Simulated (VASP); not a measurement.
Be3ZnTe4: relaxation of cell and atoms with PBE

Be3ZnTe4:

```
Be Zn Te
1.0
     4.35828    0.00000    0.00000
     0.00000    4.35828    0.00000
     0.00000    0.00000   12.26038
Be Zn Te
3 1 4
Cartesian
  2.1791 2.1791 9.1658
  0.0000 0.0000 6.1302
  2.1791 2.1791 3.0946
  0.0000 0.0000 0.0000
  0.0000 2.1791 7.6512
  2.1791 0.0000 4.6092
  0.0000 2.1791 1.5820
  2.1791 0.0000 10.6784
```

The cell was built by a generator and needn't be a form met in nature.

```json
{"Program": "VASP 6.6.1", "Task": "relaxation of cell and atoms", "Functional": "PBE", "Potentials or basis": "VASP PAW PBE potentials, release 64 (Be, Zn, Te)", "Cutoff": "520 eV", "k mesh": "3 × 3 × 2", "Occupations": "gaussian, width 0.15 eV", "Spin": "no spin polarisation", "Further INCAR settings": "PREC = Normal; ALGO = Fast; EDIFF = 0.0001; IBRION = 2; EDIFFG = -0.08; NSW = 24; ISIF = 3"}
```

```yaml
Relaxed_volume: 24.51 Å³/atom
Relaxed_cell: a = 4.149 Å, b = 4.149 Å, c = 11.393 Å, α = 90.00°, β = 90.00°, γ = 90.00°
Space_group_after_relaxing_to_0.05_Å: P-4m2 (No. 115)
Energy_gained_by_relaxing: 118.9 meV/atom
Ionic_steps: 14
Pressure_after_relaxing: 0.1 GPa
Largest_force_after_relaxing: 0.038 eV/Å
Band_gap_on_the_k_mesh: 1.85 eV, indirect (least direct gap 1.88 eV)
```

Forces on the atoms (eV/Å):
```
Be   0.000  0.000  0.007
Be   0.000  0.000  0.000
Be   0.000  0.000 -0.007
Zn   0.000  0.000  0.000
Te   0.000  0.000 -0.028
Te   0.000  0.000  0.028
Te   0.000  0.000  0.038
Te   0.000  0.000 -0.038
```

Stress tensor (GPa, compression positive):
```
0.00 0.00 0.00
0.00 0.00 0.00
0.00 0.00 0.15
```

The path:
```csv
step,energy change (eV),largest force (eV/Å),pressure (GPa),volume (Å³)
1,0.0000,0.7731,-5.90,232.88
2,-0.8241,0.8426,-0.51,198.57
3,-0.8264,0.8479,0.89,195.05
4,-0.8279,0.8474,0.37,196.36
5,-0.8891,0.4369,0.28,196.20
6,-0.9168,0.3572,0.26,196.00
7,-0.9319,0.2301,-0.18,197.41
8,-0.9382,0.1282,-0.62,199.04
9,-0.9485,0.0924,-0.24,197.18
10,-0.9499,0.0908,0.10,195.92
11,-0.9500,0.0911,0.12,196.08
12,-0.9498,0.0841,-0.10,196.51
13,-0.9500,0.0866,0.01,196.16
14,-0.9513,0.0384,0.05,196.09
```

Final structure:
```
Be Zn Te
1.0
     4.14860    0.00000    0.00000
     0.00000    4.14860    0.00000
     0.00000    0.00000   11.39337
Be Zn Te
3 1 4
Direct
  0.50000 0.50000 0.73950
  0.00000 0.00000 0.50000
  0.50000 0.50000 0.26050
  0.00000 0.00000 0.00000
  0.00000 0.50000 0.61981
  0.50000 0.00000 0.38019
  0.00000 0.50000 0.14282
  0.50000 0.00000 0.85718
```

Levels at points of the mesh, in eV from the valence-band top:
```
           k point  band 17  band 18  band 19  band 20  band 21  band 22  band 23  band 24  band 25  band 26
(0.00, 0.00, 0.00)    -1.40    -1.40    -0.02    -0.02     0.00     1.88     2.27     2.36     2.70     2.82
(0.00, 0.00, 0.50)    -1.10    -0.85    -0.85    -0.40    -0.40     1.85     2.13     2.83     2.95     3.11
```

Run time: 42 s on 4 MPI ranks on AMD EPYC 9R14 (Zen 4), on a shared host, peak memory 0.13 GiB a rank.

Caveat: the k mesh is coarse (spacing up to 0.48 Å⁻¹), so the values aren't converged; the volume moved by over 15 % at a fixed basis, so the end points are rough; spin-orbit coupling is left out, which moves the levels of the heavy elements; an odd mesh through Γ misses points on the zone boundary, where band edges often lie; the relaxation stopped at a loose force limit of 0.08 eV/Å, so its end isn't a converged minimum. Expect the measured gap to be larger: semilocal functionals such as PBE lack the derivative discontinuity.
